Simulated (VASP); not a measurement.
# Lattice of Tl (Thallium), functional by functional

Aim: relax Tl (Thallium) at several levels of theory and compare the cells. The starting structure is a measured crystal structure from the Crystallography Open Database.

Calculated with VASP 6.6.1; Kohn-Sham DFT with plane waves and PAW; PBEsol, r2SCAN, PBE and LDA.

**1. The structure**

The structure is hexagonal, space group P6_3/mmc (No. 194). Conventional cell: a = 3.456 Å, b = 3.456 Å, c = 5.525 Å, α = 90.00°, β = 90.00°, γ = 120.00°. Tl has 12 Tl at 3.41 to 3.46 Å nearest.

Coordinates:

```xyz
2
Lattice="3.4560 0.0000 0.0000 -1.7280 2.9930 0.0000 0.0000 0.0000 5.5250" Properties=species:S:1:pos:R:3 pbc="T T T"
Tl    1.7280    0.9977    4.1438
Tl    0.0000    1.9953    1.3813
```

**2. Relaxation with PBEsol**

PBEsol restores the gradient expansion of exchange and is tuned for the cells of solids. This run starts from the cell of an earlier relaxation, which isn't shown; the restart sets up the plane waves anew.

Input file INCAR:

```
SYSTEM = Tl
PREC = Accurate
ENCUT = 520
EDIFF = 1E-07
NELM = 100
ISMEAR = 1
SIGMA = 0.15
LREAL = .FALSE.
ALGO = Normal
GGA = PS
NBANDS = 19
LORBIT = 11
LWAVE = .FALSE.
LCHARG = .FALSE.
KPAR = 4
IBRION = 2
NSW = 50
ISIF = 3
EDIFFG = -0.005
LASPH = .TRUE.
```

Input file POSCAR:

```
Tl
1.0
    3.4624167054      0.0000000000      0.0000000000
   -1.7312083527      2.9985408254      0.0000000000
    0.0000000000      0.0000000000      5.4925226387
Tl
2
Direct
    0.6666666667      0.3333333333      0.7500000000
    0.3333333333      0.6666666667      0.2500000000
```

Input file KPOINTS:

```
Automatic mesh
0
Gamma
16 16 10
0 0 0
```

Potentials, in the order of the species: Tl_d (PBE family, release 64).

Started as:

```sh
$ mpirun -np 4 vasp_std
```

What it wrote:

```text
[banner, memory and clock lines left out]
running    4 mpi-ranks, on    1 nodes
 distrk:  each k-point on    1 cores,    4 groups
 distr:  one band on    1 cores,    1 groups

 POSCAR found type information on POSCAR Tl
 POSCAR found :  1 types and       2 ions
|                                                                             |
|               ----> ADVICE to this user running VASP <----                  |
|                                                                             |
|     You enforced a specific xc type in the INCAR file but a different       |
|     [... a line on the potential file left out ...]
|     I HOPE YOU KNOW WHAT YOU ARE DOING!                                     |
|                                                                             |

 LDA part: xc-table for (Slater+PW92), standard interpolation
 POSCAR, INCAR and KPOINTS ok, starting setup
 FFT: planning ... GRIDC
 FFT: planning ... GRID_SOFT
 FFT: planning ... GRID
 WAVECAR not read
 entering main loop
       N       E                     dE             d eps       ncg     rms          rms(c)
DAV:   1     0.129843264591E+03    0.12984E+03   -0.14316E+04  6872   0.130E+03
DAV:   2    -0.290842177888E+01   -0.13275E+03   -0.13058E+03  7359   0.283E+02
DAV:   3    -0.532558279985E+01   -0.24172E+01   -0.24046E+01  7829   0.337E+01
DAV:   4    -0.534069399433E+01   -0.15111E-01   -0.15103E-01  7376   0.280E+00
DAV:   5    -0.534089112874E+01   -0.19713E-03   -0.19713E-03  7544   0.323E-01    0.306E+00
DAV:   6    -0.527672175286E+01    0.64169E-01   -0.11536E-01  7145   0.272E+00    0.215E+00
DAV:   7    -0.526563182776E+01    0.11090E-01   -0.42864E-02  7119   0.164E+00    0.846E-01
DAV:   8    -0.526477614863E+01    0.85568E-03   -0.26061E-03  7092   0.403E-01    0.483E-02
DAV:   9    -0.526477775293E+01   -0.16043E-05   -0.15551E-05  7706   0.350E-02    0.113E-02
DAV:  10    -0.526477999743E+01   -0.22445E-05   -0.25388E-06  7286   0.144E-02    0.119E-03
DAV:  11    -0.526478005210E+01   -0.54669E-07   -0.17136E-07  4940   0.299E-03
   1 F= -.52647801E+01 E0= -.52650210E+01  d E =-.526478E+01
 curvature:   0.00 expect dE= 0.000E+00 dE for cont linesearch  0.000E+00
 trial: gam= 0.00000 g(F)=  0.330E-46 g(S)=  0.909E-06 ort = 0.000E+00 (trialstep = 0.100E+01)
 search vector abs. value=  0.909E-06
 reached required accuracy - stopping structural energy minimisation
```

It took 24 s on 4 MPI ranks of Intel Xeon Platinum 8559C (Emerald Rapids), shared host; peak memory 1.1 GiB.

Lines that name or quote the potential files are left out of all logs, and their timing lines are given in words.

Parts of OUTCAR (step 2):

```text
ion  position               nearest neighbor table
   1  0.667  0.333  0.750-   2 3.40   2 3.40   2 3.40   2 3.40   2 3.40   2 3.40
   2  0.333  0.667  0.250-   1 3.40   1 3.40   1 3.40   1 3.40   1 3.40   1 3.40

  LATTYP: Found a hexagonal cell.
 ALAT       =     3.4624167054
 C/A-ratio  =     1.5863262877

 Subroutine GETGRP returns: Found 24 space group operations
 (whereof 12 operations were pure point group operations)

The static configuration has the point symmetry D_3d.
 The point group associated with its full space group is D_6h.

 Found    180 irreducible k-points:

   k-points           NKPTS =    180   k-points in BZ     NKDIM =    180   number of bands    NBANDS=     19

   dimension x,y,z NGX =    28 NGY =   28 NGZ =   42
   dimension x,y,z NGXF=    56 NGYF=   56 NGZF=   84

   ENCUT  =  520.0 eV  38.22 Ry    6.18 a.u.   6.44  6.44 10.21*2*pi/ulx,y,z

   NELECT =      26.0000    total number of electrons

 k-points in reciprocal lattice and weights: Automatic mesh
   0.00000000  0.00000000  0.00000000       0.000
   0.06250000 -0.00000000  0.00000000       0.002
   0.12500000 -0.00000000  0.00000000       0.002
   0.18750000  0.00000000  0.00000000       0.002
   0.25000000 -0.00000000  0.00000000       0.002
   0.31250000 -0.00000000  0.00000000       0.002
   0.37500000  0.00000000  0.00000000       0.002
   0.43750000 -0.00000000  0.00000000       0.002
   0.50000000 -0.00000000  0.00000000       0.001
[...]
0.37500000  0.25000000  0.50000000       0.002
   0.31250000  0.31250000  0.50000000       0.002

 average (electrostatic) potential at core
       1 -82.9083       2 -82.9083

 E-fermi :   6.4180

 k-point     1 :       0.0000    0.0000    0.0000
  band No.  band energies     occupation
    ...
      9      -4.6183      2.00000
     10      -4.6183      2.00000
     11      -3.6736      2.00000
     12       1.3752      2.00000
     13       3.5608      2.00000
     14      14.3062      0.00000
     15      14.3062      0.00000
     16      16.4170      0.00000
     17      16.4170      0.00000
     18      16.6271      0.00000
    ...

 k-point     2 :       0.0625   -0.0000    0.0000
  band No.  band energies     occupation
    ...
      9      -4.6351      2.00000
     10      -4.6148      2.00000
     11      -3.5997      2.00000
     12       1.4209      2.00000
     13       3.6577      2.00000
     14      13.3727      0.00000
     15      13.9318      0.00000
     16      15.5910      0.00000
     17      16.6622      0.00000
     18      17.2951      0.00000
    ...

 k-point     3 :       0.1250   -0.0000    0.0000
  band No.  band energies     occupation
    ...
      9      -4.6799      2.00000
     10      -4.6059      2.00000
     11      -3.3746      2.00000
     12       1.5598      2.00000
     13       3.9425      2.00000
     14      11.6566      0.00000
     15      13.1833      0.00000
     16      14.6431      0.00000
     17      16.8408      0.00000
     18      16.8840      0.00000
    ...

  Total        0.0038820      0.0038820      0.0027494     -0.0000000      0.0000000      0.0000000
  in kB        0.1090707      0.1090707      0.0772467     -0.0000000      0.0000000      0.0000000
  external PRESSURE =       0.0984627 kB  Pullay stress =       0.0000000 kB

  energy-cutoff  :      520.00
  volume of cell :       57.02
      direct lattice vectors                 reciprocal lattice vectors
     3.462416705  0.000000000  0.000000000     0.288815612  0.166747771  0.000000000
    -1.731208353  2.998540825  0.000000000     0.000000000  0.333495543  0.000000000
     0.000000000  0.000000000  5.492522639     0.000000000  0.000000000  0.182065704

 POSITION                                       TOTAL-FORCE (eV/Angst)
 -----------------------------------------------------------------------------------
      1.73121      0.99951      4.11939        -0.000000      0.000000      0.000000
     -0.00000      1.99903      1.37313         0.000000     -0.000000      0.000000
 -----------------------------------------------------------------------------------
    total drift:                               -0.000000      0.000000      0.000000

  FREE ENERGIE OF THE ION-ELECTRON SYSTEM (eV)
  ---------------------------------------------------
  free  energy   TOTEN  =        -5.2647800521 eV

  energy  without entropy=       -5.2655029834  energy(sigma->0) =       -5.26502103

 reached required accuracy - stopping structural energy minimisation

 total charge
# of ion       s       p       d       tot
------------------------------------------
    1        1.175   0.392   9.637  11.204
    2        1.175   0.392   9.637  11.204
--------------------------------------------------
tot          2.351   0.784  19.274  22.408

[... 3 further parts left out ...]
```

The PAW data sets were made with PBE, which is usual practice but a small mismatch for other functionals. The run keeps the 24 symmetry operations of its start, so it cannot find a distortion of lower symmetry.

With PBEsol the relaxed cell holds 28.512 Å³ an atom, -0.22 % against the measured cell, with a = 3.462 Å and c = 5.493 Å.

**3. Relaxation with r2SCAN**

r2SCAN adds the kinetic-energy density, costs more than a GGA and is run with LASPH. This run starts from the cell of an earlier relaxation, which isn't shown; the restart sets up the plane waves anew.

INCAR, as its differences from that of step 2:

```diff
@@ -9,3 +9,4 @@
 ALGO = Normal
-GGA = PS
+METAGGA = R2SCAN
+LASPH = .TRUE.
 NBANDS = 19
@@ -19,2 +20 @@
 EDIFFG = -0.005
-LASPH = .TRUE.
```

Input file POSCAR:

```
Tl
1.0
    3.5300286597      0.0000000000      0.0000000000
   -1.7650143298      3.0570944954      0.0000000000
    0.0000000000      0.0000000000      5.5685765588
Tl
2
Direct
    0.6666666667      0.3333333333      0.7500000000
    0.3333333333      0.6666666667      0.2500000000
```

KPOINTS is that of step 2.

Started as:

```sh
$ mpirun -np 4 vasp_std
```

What it wrote:

```text
[banner, memory and clock lines left out]
running    4 mpi-ranks, on    1 nodes
[...]
[... a notice as in an earlier step ...]

 LDA part: xc-table for (None), standard interpolation
 POSCAR, INCAR and KPOINTS ok, starting setup
[...]
entering main loop
       N       E                     dE             d eps       ncg     rms          rms(c)
DAV:   1     0.240818131881E+02    0.24082E+02   -0.14524E+04  6880   0.132E+03
DAV:   2    -0.111343072741E+03   -0.13542E+03   -0.13312E+03  7372   0.288E+02
DAV:   3    -0.113908010615E+03   -0.25649E+01   -0.25453E+01  7794   0.351E+01
DAV:   4    -0.113927711584E+03   -0.19701E-01   -0.19700E-01  7299   0.313E+00
[...]
DAV:  12    -0.106356208465E+03    0.18988E-04   -0.10488E-04  7053   0.814E-02    0.528E-03
DAV:  13    -0.106356208764E+03   -0.29888E-06   -0.15093E-06  7215   0.911E-03    0.191E-03
DAV:  14    -0.106356208763E+03    0.55115E-09   -0.44211E-08  4166   0.168E-03
   1 F= -.10635621E+03 E0= -.10635642E+03  d E =-.106356E+03
[...]
reached required accuracy - stopping structural energy minimisation
```

Run time: 2 min. Hardware: 4 MPI ranks; peak memory 1.2 GiB; 8.1 min of CPU time.

OUTCAR, selected parts (step 3):

```text
  Total       -0.0037241     -0.0037241     -0.0021343     -0.0000000      0.0000000      0.0000000
  in kB       -0.0992893     -0.0992893     -0.0569036     -0.0000000      0.0000000      0.0000000
  external PRESSURE =      -0.0851608 kB  Pullay stress =       0.0000000 kB

 POSITION                                       TOTAL-FORCE (eV/Angst)
 -----------------------------------------------------------------------------------
      1.76501      1.01903      4.17643         0.000000     -0.000000      0.000000
     -0.00000      2.03806      1.39214        -0.000000      0.000000      0.000000
 -----------------------------------------------------------------------------------
    total drift:                                0.000000     -0.000000      0.000000

  FREE ENERGIE OF THE ION-ELECTRON SYSTEM (eV)
  ---------------------------------------------------
  free  energy   TOTEN  =      -106.3562087631 eV

  energy  without entropy=     -106.3568453327  energy(sigma->0) =     -106.35642095

[... 2 parts as in an earlier step ...]

[... 2 further parts left out ...]
[key lines of the parts left out:]
E-fermi :   6.0655
```

With r2SCAN the relaxed cell holds 30.047 Å³ an atom, +5.15 % against the measured cell, with a = 3.530 Å and c = 5.569 Å. That is +5.38 % from PBEsol.

**4. Relaxation with PBE**

PBE, the usual starting point, adds the gradient of the density. This run starts from the cell of an earlier relaxation, which isn't shown; the restart sets up the plane waves anew.

INCAR, as its differences from that of step 3:

```diff
@@ -9,4 +9,3 @@
 ALGO = Normal
-METAGGA = R2SCAN
-LASPH = .TRUE.
+GGA = PE
 NBANDS = 19
@@ -20 +19,2 @@
 EDIFFG = -0.005
+LASPH = .TRUE.
```

Input file POSCAR:

```
Tl
1.0
    3.5784001855      0.0000000000      0.0000000000
   -1.7892000927      3.0989854656      0.0000000000
    0.0000000000      0.0000000000      5.6450655837
Tl
2
Direct
    0.6666666667      0.3333333333      0.7500000000
    0.3333333333      0.6666666667      0.2500000000
```

KPOINTS is that of step 3.

Started as:

```sh
$ mpirun -np 4 vasp_std
```

What it wrote:

```text
[banner, memory and clock lines left out]
running    4 mpi-ranks, on    1 nodes
[...]
LDA part: xc-table for (Slater+PW92), standard interpolation
 POSCAR, INCAR and KPOINTS ok, starting setup
[...]
entering main loop
       N       E                     dE             d eps       ncg     rms          rms(c)
DAV:   1     0.128414859422E+03    0.12841E+03   -0.14150E+04  6896   0.128E+03
DAV:   2    -0.200740374380E+01   -0.13042E+03   -0.12809E+03  7395   0.277E+02
DAV:   3    -0.448054058663E+01   -0.24731E+01   -0.24526E+01  7791   0.333E+01
DAV:   4    -0.449665801080E+01   -0.16117E-01   -0.16116E-01  7299   0.285E+00
[...]
DAV:  10    -0.445448949980E+01   -0.58765E-05   -0.55406E-06  7263   0.191E-02    0.952E-04
DAV:  11    -0.445448962150E+01   -0.12170E-06   -0.17763E-07  5973   0.270E-03    0.531E-04
DAV:  12    -0.445448966952E+01   -0.48025E-07   -0.24336E-08  3693   0.123E-03
   1 F= -.44544897E+01 E0= -.44546663E+01  d E =-.445449E+01
[...]
reached required accuracy - stopping structural energy minimisation
```

It took 26 s on 4 MPI ranks; peak memory 1.2 GiB; 99 s of CPU time.

Parts of OUTCAR (step 4):

```text
  Total       -0.0023164     -0.0023164     -0.0020531     -0.0000000      0.0000000      0.0000000
  in kB       -0.0592847     -0.0592847     -0.0525460     -0.0000000      0.0000000      0.0000000
  external PRESSURE =      -0.0570385 kB  Pullay stress =       0.0000000 kB

 POSITION                                       TOTAL-FORCE (eV/Angst)
 -----------------------------------------------------------------------------------
      1.78920      1.03300      4.23380        -0.000000      0.000000      0.000000
     -0.00000      2.06599      1.41127         0.000000     -0.000000      0.000000
 -----------------------------------------------------------------------------------
    total drift:                                0.000000     -0.000000      0.000000

  FREE ENERGIE OF THE ION-ELECTRON SYSTEM (eV)
  ---------------------------------------------------
  free  energy   TOTEN  =        -4.4544896695 eV

  energy  without entropy=       -4.4550194478  energy(sigma->0) =       -4.45466626

[... 2 parts as in an earlier step ...]

[... 2 further parts left out ...]
[key lines of the parts left out:]
E-fermi :   5.6806
```

With PBE the relaxed cell holds 31.300 Å³ an atom, +9.54 % against the measured cell, with a = 3.578 Å and c = 5.645 Å. That is +9.78 % from PBEsol.

**5. Relaxation with LDA**

LDA, the lowest rung, knows the local density alone. This run starts from the cell of an earlier relaxation, which isn't shown; the restart sets up the plane waves anew.

INCAR, as its differences from that of step 4:

```diff
@@ -9,3 +9,3 @@
 ALGO = Normal
-GGA = PE
+GGA = CA
 NBANDS = 19
```

Input file POSCAR:

```
Tl
1.0
    3.4121685712      0.0000000000      0.0000000000
   -1.7060842856      2.9550246647      0.0000000000
    0.0000000000      0.0000000000      5.4174619838
Tl
2
Direct
    0.6666666667      0.3333333333      0.7500000000
    0.3333333333      0.6666666667      0.2500000000
```

KPOINTS is that of step 4.

The projector-augmented-wave data sets are Tl_d (LDA family, release 64).

Started as:

```sh
$ mpirun -np 4 vasp_std
```

What it wrote:

```text
[banner, memory and clock lines left out]
running    4 mpi-ranks, on    1 nodes
[...]
LDA part: xc-table for (Slater(with rela. corr.)+CA(PZ))
 , standard interpolation
 POSCAR, INCAR and KPOINTS ok, starting setup
[...]
entering main loop
       N       E                     dE             d eps       ncg     rms          rms(c)
DAV:   1     0.129943631888E+03    0.12994E+03   -0.14366E+04  6872   0.130E+03
DAV:   2    -0.346058181179E+01   -0.13340E+03   -0.13104E+03  7386   0.286E+02
DAV:   3    -0.593027635398E+01   -0.24697E+01   -0.24609E+01  7847   0.344E+01
DAV:   4    -0.594427419150E+01   -0.13998E-01   -0.13997E-01  7398   0.278E+00
[...]
DAV:   9    -0.587124959724E+01   -0.27624E-05   -0.19514E-05  7753   0.386E-02    0.744E-03
DAV:  10    -0.587124913695E+01    0.46028E-06   -0.12583E-06  7312   0.932E-03    0.171E-03
DAV:  11    -0.587124911249E+01    0.24460E-07   -0.29539E-07  5853   0.432E-03
   1 F= -.58712491E+01 E0= -.58714244E+01  d E =-.587125E+01
[...]
reached required accuracy - stopping structural energy minimisation
```

Elapsed: 21 s, on 4 MPI ranks; peak memory 1 GiB; 78 s of CPU time.

From OUTCAR (step 5):

```text
  Total        0.0020953      0.0020953      0.0004595      0.0000000      0.0000000      0.0000000
  in kB        0.0614573      0.0614573      0.0134762      0.0000000      0.0000000      0.0000000
  external PRESSURE =       0.0454636 kB  Pullay stress =       0.0000000 kB

 POSITION                                       TOTAL-FORCE (eV/Angst)
 -----------------------------------------------------------------------------------
      1.70608      0.98501      4.06310        -0.000000      0.000000      0.000000
     -0.00000      1.97002      1.35437         0.000000     -0.000000      0.000000
 -----------------------------------------------------------------------------------
    total drift:                               -0.000000      0.000000     -0.000000

  FREE ENERGIE OF THE ION-ELECTRON SYSTEM (eV)
  ---------------------------------------------------
  free  energy   TOTEN  =        -5.8712491125 eV

  energy  without entropy=       -5.8717749848  energy(sigma->0) =       -5.87142440

[... 2 parts as in an earlier step ...]

[... 2 further parts left out ...]
[key lines of the parts left out:]
E-fermi :   6.8052
```

With LDA the relaxed cell holds 27.312 Å³ an atom, -4.42 % against the measured cell, with a = 3.412 Å and c = 5.417 Å. That is -4.21 % from PBEsol.

**6. Comparison**

```tsv
level	volume (Å³/atom)	against the measured cell (%)	a (Å)	c (Å)	pressure left (GPa)	core minutes
PBEsol	28.512	-0.22	3.4624	5.4925	0.01	7.8
r2SCAN	30.047	5.15	3.53	5.5686	-0.01	47.5
PBE	31.3	9.54	3.5784	5.6451	-0.01	14.3
LDA	27.312	-4.42	3.4122	5.4175	0.0	11.9
```

Core minutes are wall time times ranks, summed over the relaxations behind a row (those for a bulk modulus apart), on shared hosts.

**7. Summary of results**

| Property | Result |
| --- | --- |
| volume, PBEsol | 28.51 Å³/atom |
| volume, r2SCAN | 30.05 Å³/atom |
| volume, PBE | 31.30 Å³/atom |
| volume, LDA | 27.31 Å³/atom |

What this shows: Across 4 levels the volume of Tl (Thallium) spans 14.6 %, from 27.31 Å³ an atom (LDA) to 31.30 Å³ (PBE). Against the measured volume of the starting structure, PBEsol comes nearest (-0.2 %) and PBE lies farthest (+9.5 %). The measured cell holds zero-point expansion and, unless it was taken cold, thermal expansion, which the runs lack, so small differences decide nothing. Spin-orbit coupling is left out of all runs, which can matter with elements this heavy. All runs keep the symmetry of the start, so they can't find a distortion of lower symmetry.

[Lines on the potential files, build, host, timing and source positions are cut from VASP's logs without a mark.]

[Logs are printed without paths, hosts, clocks, repeated set-up lines and the standing remarks that a program may print on its own settings, such as how far it seeks lower states.]

[Hosts, paths, dates, database ids (printed as entryN), source tags and the programs' standing remarks are cut or masked in the printed files.]
